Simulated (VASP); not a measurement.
These are PBE GGA, VASP's PBE PAW potentials (set 64) (plane waves; VASP) values and carry that method's errors.

Gaps are without spin-orbit coupling.

```
Quantity                                             Result
---------------------------------------------  ------------
volume per atom                                5.96 Å³/atom
band gap (over mesh and band path)                  4.45 eV
smallest direct gap (over mesh and band path)       8.78 eV
```

Problem. Which relaxed crystal gives these values?
A. BN, F-43m (216)
B. AgI, F-43m (216)
C. NaH, Fm-3m (225)
D. CdSe, F-43m (216)

Solution. A, BN, F-43m (216)
